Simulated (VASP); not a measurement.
Here is the system:

```yaml
crystal:
  lattice:
    - [0.00085, 5.43463, 5.42878]
    - [5.43463, 0.00085, 5.42878]
    - [2.71774, 2.71774, 0.00000]
  atoms:
    - { symbol: Be, position: [0.99935, 0.99935, 0.00129] }
    - { symbol: Be, position: [0.97018, 0.51185, 0.01797] }
    - { symbol: Be, position: [0.51185, 0.97018, 0.01797] }
    - { symbol: Be, position: [0.51753, 0.51753, 0.96493] }
    - { symbol: Te, position: [0.12580, 0.12580, 0.24839] }
    - { symbol: Te, position: [0.12516, 0.62428, 0.25056] }
    - { symbol: Te, position: [0.62428, 0.12516, 0.25056] }
    - { symbol: S, position: [0.62584, 0.62584, 0.24832] }
```

Method: PBEsol GGA, VASP's PBE PAW potentials (set 64) (plane waves; VASP). Numerical set-up: 400 eV cut-off, Gaussian smearing of 0.050 eV, potentials Be Te S.

Unless said otherwise, spin-orbit coupling is left out, though it shifts the bands of the heavy elements here.

Problem. Give the energies of bands 7 to 20 at the high-symmetry points, in eV from the valence-band maximum.

Solution. 
```json
[
 {"band": "7", "Γ": "-5.56", "Y": "-4.16", "C0": "-4.08", "Z": "-4.77", "A0": "-5.42", "T": "-5.65", "S": "-4.43", "R": "-5.23"},
 {"band": "8", "Γ": "-3.66", "Y": "-3.51", "C0": "-3.98", "Z": "-4.72", "A0": "-5.35", "T": "-5.57", "S": "-3.65", "R": "-5.21"},
 {"band": "9", "Γ": "-3.37", "Y": "-3.42", "C0": "-3.71", "Z": "-4.29", "A0": "-3.70", "T": "-3.64", "S": "-3.50", "R": "-4.29"},
 {"band": "10", "Γ": "-2.04", "Y": "-3.30", "C0": "-3.44", "Z": "-4.24", "A0": "-3.59", "T": "-3.43", "S": "-3.27", "R": "-3.41"},
 {"band": "11", "Γ": "-1.96", "Y": "-2.94", "C0": "-2.67", "Z": "-4.21", "A0": "-3.17", "T": "-3.18", "S": "-3.23", "R": "-3.27"},
 {"band": "12", "Γ": "-1.52", "Y": "-2.56", "C0": "-2.20", "Z": "-3.62", "A0": "-2.91", "T": "-2.83", "S": "-2.03", "R": "-3.15"},
 {"band": "13", "Γ": "-0.93", "Y": "-1.61", "C0": "-1.70", "Z": "-3.48", "A0": "-2.30", "T": "-1.83", "S": "-1.74", "R": "-3.09"},
 {"band": "14", "Γ": "-0.19", "Y": "-1.60", "C0": "-1.70", "Z": "-3.32", "A0": "-1.71", "T": "-1.40", "S": "-1.05", "R": "-2.47"},
 {"band": "15", "Γ": "-0.07", "Y": "-1.38", "C0": "-1.50", "Z": "-2.14", "A0": "-1.62", "T": "-1.34", "S": "-0.47", "R": "-2.08"},
 {"band": "16", "Γ": "0.00", "Y": "-1.05", "C0": "-0.69", "Z": "-1.08", "A0": "-1.56", "T": "-0.96", "S": "-0.45", "R": "-1.94"},
 {"band": "17", "Γ": "1.36", "Y": "2.23", "C0": "2.47", "Z": "3.40", "A0": "1.81", "T": "1.44", "S": "2.22", "R": "2.49"},
 {"band": "18", "Γ": "2.37", "Y": "2.56", "C0": "3.00", "Z": "3.95", "A0": "2.01", "T": "1.67", "S": "3.02", "R": "2.61"},
 {"band": "19", "Γ": "2.65", "Y": "3.35", "C0": "3.20", "Z": "4.31", "A0": "2.89", "T": "2.51", "S": "3.16", "R": "2.96"},
 {"band": "20", "Γ": "3.42", "Y": "3.96", "C0": "4.12", "Z": "5.04", "A0": "3.04", "T": "2.68", "S": "3.75", "R": "3.11"}
]
```

The gap is direct, 1.36 eV, from the valence maximum at Γ to the conduction minimum at Γ.

The structure was generated: Be4STe3 was put into an ordered model structure (Amm2), which need not be its known phase. It was relaxed first.
